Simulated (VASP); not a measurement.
Energy against volume of Rh (fcc). Level of theory: RPBE GGA, VASP's PBE PAW potentials (set 64) (plane waves; VASP 6.6.1). Numerical set-up: 520 eV cut-off, 16×16×16 Γ-centred mesh, first-order Methfessel-Paxton smearing of 0.10 eV, potentials Rh_pv.

| V (Å³/atom) | E (eV/atom) |
|---|---|
| 13.453 | -6.57096 |
| 13.883 | -6.60471 |
| 14.312 | -6.61530 |
| 14.741 | -6.60668 |

Problem. Fit these four points and predict the energy of the run at 15.171 Å³/atom.

Solution. A cubic in V^(−2/3), the third-order Birch-Murnaghan form, passes through the four points with V0 = 14.32 Å³/atom and B0 = 238 GPa, and gives -6.5820 eV/atom there. The run gave -6.5822 eV/atom, -0.2 meV/atom from the fit; all five points give B0 = 237 GPa.

The compound is Rh in the fcc structure. It was relaxed first.
